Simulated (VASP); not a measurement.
Energy against volume of Li$_{2}$O (antifluorite). These are PBE GGA with D3 dispersion (zero damping), VASP's PBE PAW potentials (set 64) (plane waves; VASP) values and carry that method's errors. Run with 520 eV cut-off, 8×8×8 Γ-centred mesh, Gaussian smearing of 0.050 eV, potentials Li_sv O.

```csv
V (Å³/atom),E (eV/atom)
7.624,-4.97534
7.859,-4.97741
8.095,-4.97553
8.331,-4.97032
```

**Question.** Fit these four points and predict the energy of the run at 7.388 Å³/atom.

**Answer.** A cubic in V^(−2/3), the third-order Birch-Murnaghan form, passes through the four points with V0 = 7.86 Å³/atom and B0 = 90 GPa, and gives -4.9685 eV/atom there. The run gave -4.9687 eV/atom, -0.2 meV/atom from the fit; all five points give B0 = 88 GPa.

The compound is Li2O in the antifluorite structure. It was relaxed first.
